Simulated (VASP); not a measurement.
Here is the system:

```yaml
crystal:
  lattice:
    - [0.00000, 2.53143, 2.53143]
    - [2.53143, 0.00000, 2.53143]
    - [2.53143, 2.53143, 0.00000]
  atoms:
    - { symbol: Pm, position: [0.00000, 0.00000, 0.00000] }
```

Method: PBEsol GGA, VASP's PBE PAW potentials (set 64) (plane waves; VASP). Settings: 400 eV cut-off, Gaussian smearing of 0.050 eV, potentials Pm_3.

The 4f electrons are frozen in the core of the lanthanide potential, so 4f levels, which can set the real gap, and their magnetism are missing.

### Question
Give the energies of bands 5 to 8 at the high-symmetry points, in eV from the Fermi level.

### Answer

```
band      Γ      X      U      L      W
----  -----  -----  -----  -----  -----
5     -4.19  -2.16  -1.35  -2.08  -0.91
6      1.61  -1.41  -0.47   1.40   0.46
7      1.61   3.71   1.80   1.40   0.46
8      1.61   6.08   3.93   2.05   2.79
```

It has no gap at this level: it comes out as a metal or semimetal.

The structure was generated: Pm was put into the fcc type (Fm-3m), which need not be its known phase. It was relaxed first.
